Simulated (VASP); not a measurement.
Here is the system:

```
CELL_PARAMETERS angstrom
      5.42317     0.00000     0.00000
      0.00000     5.42317     0.00000
      0.00000     0.00000     5.42317
ATOMIC_POSITIONS crystal
  Zn 0.99324 0.99324 0.99324
  Zn 0.50676 0.50676 0.99324
  Zn 0.50676 0.99324 0.50676
  Zn 0.99324 0.50676 0.50676
  Se 0.25000 0.25000 0.25000
  S  0.75000 0.75000 0.25000
  S  0.75000 0.25000 0.75000
  S  0.25000 0.75000 0.75000
```

Level of theory: PBEsol GGA, VASP's PBE PAW potentials (set 64) (plane waves; VASP 6.6.1). Settings: 400 eV cut-off, 5×5×5 Γ-centred mesh, tetrahedra with Blöchl corrections, potentials Zn Se S.

Problem. Predict the energy per atom (σ→0), band gap (on the k-mesh) with the smallest direct gap where there is one.

Solution. 
| Property | Result |
|---|---|
| band gap (on the k-mesh) | 1.80 eV |
| smallest direct gap (on the k-mesh) | 1.80 eV |
| energy per atom (σ→0) | -3.684 eV/atom |

Only differences to runs with the same potentials and settings are physical.

The structure was generated: Zn4S3Se was put into an ordered model structure (P-43m), which need not be its known phase. It was relaxed first.
